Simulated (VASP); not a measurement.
# MgVSnO4 (P2/m) in VASP: reference runs, part 2 of 2

VASP 6.6.1. The steps go on from the part before.

### 3 Single point, PBE, collinear spin, ferromagnetic start (atoms moved at random, drawn with an rms of 0.05 Å)

File INCAR:

```
SYSTEM = MgVSnO4
  ALGO = Normal
  EDIFF = 1E-7
  ENCUT = 520
  GGA = PE
  ISIF = 2
  ISMEAR = -1
  ISPIN = 2
  LASPH = .True.
  LCHARG = .True.
  LELF = .True.
  LMAXMIX = 4
  LORBIT = 11
  LREAL = .False.
  LVHAR = .True.
  LWAVE = .False.
  MAGMOM = 0 2 0 0 0 0 0
  NBANDS = 40
  NELM = 150
  PREC = Accurate
  SIGMA = 0.05
```

File KPOINTS:

```
k-points
0
Gamma
  5 9 5
  0 0 0
```

File POSCAR:

```
MgVSnO4
1.0
    5.2180441702      0.0000000000      0.0000000000
    0.0000000000      3.1193397647      0.0000000000
   -0.1120379789      0.0000000000      5.2334326566
Sn V Mg O
1 1 1 4
Direct
    0.4990120000      0.0009110000      0.4907190000
   -0.0091300000      0.5041260000     -0.0035580000
    0.0044530000      0.4969150000      0.5103120000
    0.8599930000     -0.0012250000      0.7363710000
    0.6720980000      0.4884600000      0.2945230000
    0.1481900000     -0.0111240000      0.2742230000
    0.3306100000      0.5068420000      0.7059870000
```

Potentials or basis: VASP PAW PBE potentials, release 64 (Sn_d, V_sv, Mg, O).

On the command line:

```
cat potpaw_PBE.64/Sn_d/POTCAR potpaw_PBE.64/V_sv/POTCAR potpaw_PBE.64/Mg/POTCAR potpaw_PBE.64/O/POTCAR > POTCAR
mpirun -np 1 vasp_std > vasp.out
```

OUTCAR:

```text
SYSTEM = MgVSnO4
   EDIFF = 1E-7
   ENCUT = 520
   GGA = PE
   ISIF = 2
   ISMEAR = -1
   ISPIN = 2
   LASPH = .True.
   LORBIT = 11
   LREAL = .False.
   NELM = 150
   PREC = Accurate

 ion  position               nearest neighbor table
   1  0.499  0.001  0.491-   5 2.06   7 2.11   5 2.11   6 2.13   7 2.14   4 2.26   3 3.01   3 3.03
                             3 3.06   3 3.07
   2  0.991  0.504  0.996-   4 2.16   4 2.18   6 2.24   5 2.31   6 2.31   7 2.36   3 2.55   3 2.69

   3  0.004  0.497  0.510-   7 1.97   5 2.05   4 2.10   4 2.11   6 2.12   6 2.15   2 2.55   2 2.69
                             1 3.01   1 3.03   1 3.06   1 3.07
   4  0.860  0.999  0.736-   3 2.10   3 2.11   2 2.16   2 2.18   1 2.26
   5  0.672  0.488  0.295-   3 2.05   1 2.06   1 2.11   2 2.31
   6  0.148  0.989  0.274-   3 2.12   1 2.13   3 2.15   2 2.24   2 2.31
   7  0.331  0.507  0.706-   3 1.97   1 2.11   1 2.14   2 2.36

  LATTYP: Found a simple monoclinic cell.
 ALAT       =     5.2180441702
 B/A-ratio  =     0.5977986508
 C/A-ratio  =     1.0031788942
 COS(beta)  =    -0.0214032206

  Lattice vectors:

 A1 = (   5.2180441702,   0.0000000000,   0.0000000000)
 A2 = (   0.0000000000,   3.1193397647,   0.0000000000)
 A3 = (  -0.1120379789,   0.0000000000,   5.2334326566)

Analysis of symmetry for initial positions (statically):
=====================================================================
 Subroutine PRICEL returns:
 Original cell was already a primitive cell.

 Routine SETGRP: Setting up the symmetry group for a
 simple monoclinic supercell.

 Subroutine GETGRP returns: Found  1 space group operations
 (whereof  1 operations were pure point group operations)
 out of a pool of  4 trial point group operations.

The static configuration has the point symmetry C_1 .

Analysis of symmetry for dynamics (positions and initial velocities):
=====================================================================
 Subroutine PRICEL returns:
 Original cell was already a primitive cell.

 Routine SETGRP: Setting up the symmetry group for a
 simple monoclinic supercell.

 Subroutine GETGRP returns: Found  1 space group operations
 (whereof  1 operations were pure point group operations)
 out of a pool of  4 trial point group operations.

The dynamic configuration has the point symmetry C_1 .

Analysis of structural, dynamic, and magnetic symmetry:
=====================================================================
 Subroutine PRICEL returns:
 Original cell was already a primitive cell.

 Routine SETGRP: Setting up the symmetry group for a
 simple monoclinic supercell.

 Subroutine GETGRP returns: Found  1 space group operations
 (whereof  1 operations were pure point group operations)
 out of a pool of  4 trial point group operations.

The overall configuration has the point symmetry C_1 .

 Subroutine INISYM returns: Found  1 space group operations
 (whereof  1 operations are pure point group operations),
 and found     1 'primitive' translations

----------------------------------------------------------------------------------------

                                     Primitive cell

  volume of cell :      85.1838

  direct lattice vectors                    reciprocal lattice vectors
     5.218044170  0.000000000  0.000000000     0.191642686  0.000000000  0.004102711
     0.000000000  3.119339765  0.000000000     0.000000000  0.320580660  0.000000000
    -0.112037979  0.000000000  5.233432657     0.000000000  0.000000000  0.191079176

  length of vectors
     5.218044170  3.119339765  5.234631781     0.191686597  0.320580660  0.191079176

[... 106 lines left out ...]
   EFERMI_NEDOS =   21; number of points for ismear=-14 and -15
   IALGO  =     38    algorithm
   IMIX   =      4    mixing-type and parameters
     AMIX     =   0.40;   BMIX     =  1.00
     AMIX_MAG =   1.60;   BMIX_MAG =  1.00
  volume/ion in A,a.u.               =      12.17        82.12
  Fermi-wavevector in a.u.,A,eV,Ry     =   1.397594  2.641070 26.575846  1.953270
  Thomas-Fermi vector in A             =   2.520835
   LORBIT       =     11    0 simple, 1 ext, 2 COOP (PROOUT), +10 PAW based schemes
   GGA     = PE    functional components
   LHFCALC =     F    Hartree Fock is set to
   AEXX    =    0.0000 exact exchange contribution
   IVDW    =     0    specifies the selected vdW correction
   LEPSILON=     F    determine dielectric tensor
   LRPA    =     F    only Hartree local field effects (RPA)
 spin polarized calculation
  energy-cutoff  :      520.00
  volume of cell :       85.18
 maximum number of plane-waves:      2305
   NGX = 19   NGY = 11   NGZ = 19

 number of electron      52.9999986 magnetization       2.8755206

 Free energy of the ion-electron system (eV)
  ---------------------------------------------------
  ext. energy  EPLUGINS =         0.00000000
  ---------------------------------------------------
  free energy    TOTEN  =       -46.53935826 eV

  energy without entropy =      -46.52717219  energy(sigma->0) =      -46.53326522

 E-fermi :   7.0748     XC(G=0): -10.7152

 val. band max:        7.0377163167   @ k =   0.0000   0.1111  -0.2000
 cond. band min:       7.0984781956   @ k =   0.4000   0.4444   0.4000
 fundamental gap:      0.0607618789
 Fermi energy:         7.0747878354

 spin component 1

 k-point     1 :       0.0000    0.0000    0.0000
  band No.  band energies     occupation
      1     -58.3839      1.00000
      2     -32.3637      1.00000
      3     -32.1989      1.00000
      4     -32.1859      1.00000
      5     -16.4389      1.00000
      6     -15.8956      1.00000
[... 973 lines left out ...]
     37      15.4036      0.00000
     38      15.9668      0.00000

 [... further k-points ...]

 spin component 2

 k-point     1 :       0.0000    0.0000    0.0000
  band No.  band energies     occupation
      1     -55.9032      1.00000
      2     -29.9968      1.00000
      3     -29.7591      1.00000
      4     -29.6275      1.00000
      5     -16.4238      1.00000
      6     -15.8811      1.00000
[... 973 lines left out ...]
     37      16.0086      0.00000
     38      16.0789      0.00000

 [... further k-points ...]

 [bands above 38 left out]

------------------------ aborting loop because EDIFF is reached ----------------------------------------

  FORCE on cell =-STRESS in cart. coord.  units (eV):
  Direction    XX          YY          ZZ          XY          YZ          ZX
  --------------------------------------------------------------------------------------
  -------------------------------------------------------------------------------------
  Total        0.8733172     -0.7964011     -0.4142885      0.1629757     -0.5902522     -0.1164251
  in kB       16.4257615    -14.9790868     -7.7921343      3.0653245    -11.1017411     -2.1897781
  external PRESSURE =      -2.1151532 kB  Pullay stress =       0.0000000 kB

 VOLUME and BASIS-vectors are now :
 -----------------------------------------------------------------------------
  energy-cutoff  :      520.00
  volume of cell :       85.18
      direct lattice vectors                 reciprocal lattice vectors
     5.218044170  0.000000000  0.000000000     0.191642686  0.000000000  0.004102711
     0.000000000  3.119339765  0.000000000     0.000000000  0.320580660  0.000000000
    -0.112037979  0.000000000  5.233432657     0.000000000  0.000000000  0.191079176

 POSITION                                       TOTAL-FORCE (eV/Angst)
 -----------------------------------------------------------------------------------
      2.54889      0.00284      2.56814        -0.175933     -0.253445      0.600014
      5.05876      1.57254      5.21481         0.333948     -0.131409      0.642906
     -0.03394      1.55005      2.67068        -0.258521     -0.035333     -0.807684
      4.40498      3.11552      3.85375        -0.152253      0.035501      0.420111
      3.47404      1.52367      1.54137         0.713127      0.388687     -0.369787
      0.74254      3.08464      1.43513        -0.475261      0.198728     -0.728804
      1.64604      1.58101      3.69474         0.014892     -0.202729      0.243244
 -----------------------------------------------------------------------------------
    total drift:                               -0.000688     -0.000472      0.001215

  FREE ENERGIE OF THE ION-ELECTRON SYSTEM (eV)
  ---------------------------------------------------
  free  energy   TOTEN  =       -46.5393582625 eV

  energy  without entropy=      -46.5271721852  energy(sigma->0) =      -46.53326522

 total charge

# of ion       s       p       d       tot
------------------------------------------
    1        0.961   1.014  10.300  12.275
    2        2.150   6.103   3.025  11.278
    3        0.164   0.200   0.090   0.455
    4        1.552   3.466   0.000   5.019
    5        1.569   3.463   0.000   5.032
    6        1.552   3.464   0.000   5.016
    7        1.569   3.452   0.000   5.022
--------------------------------------------------
tot          9.519  21.162  13.415  44.096

 magnetization (x)

# of ion       s       p       d       tot
------------------------------------------
    1        0.032   0.009   0.002   0.043
    2        0.019   0.015   2.476   2.510
    3        0.001   0.002   0.004   0.007
    4        0.000  -0.002   0.000  -0.001
    5        0.002   0.004   0.000   0.006
    6        0.001   0.001   0.000   0.002
    7        0.002   0.003   0.000   0.005
--------------------------------------------------
tot          0.056   0.034   2.481   2.572
```

Run time: 6.8 min. Hardware: 1 thread of Intel Xeon 6975P-C (Granite Rapids), shared host; peak memory 0.65 GiB.

What came out:

```yaml
Free_energy: -46.5394 eV
Pressure: -0.2 GPa
Largest_force: 0.892 eV/Å
Band_gap_on_the_k_mesh: none (metal or under the smearing width)
Net_moment: 2.88 μB per cell
Site_moments: Sn +0.04; V +2.51; Mg +0.01; O -0.00, +0.01, +0.00 μB
Valence_electrons_inside_the_program's_atomic_spheres: Sn 12.28; V 11.28; Mg 0.46; O 5.02, 5.03
```

Forces on the atoms (eV/Å):
```
Sn  -0.176 -0.253  0.600
V    0.334 -0.131  0.643
Mg  -0.259 -0.035 -0.808
O   -0.152  0.036  0.420
O    0.713  0.389 -0.370
O   -0.475  0.199 -0.729
O    0.015 -0.203  0.243
```

Levels at points of the mesh, in eV from the Fermi level:
Spin up:
| k point | band 25 | band 26 | band 27 | band 28 | band 29 | band 30 | band 31 | band 32 |
| --- | --- | --- | --- | --- | --- | --- | --- | --- |
| (0.00, 0.00, 0.00) | -3.63 | -1.72 | -1.07 | -0.39 | -0.34 | 1.26 | 1.55 | 3.31 |
Spin down:
```
           k point  band 23  band 24  band 25  band 26  band 27  band 28
(0.00, 0.00, 0.00)    -3.87    -3.73    -3.58    -0.87     0.92     2.18
```

Caveat: semilocal functionals often make such compounds metallic where correlation or magnetic order opens a gap, which also shifts bond lengths.
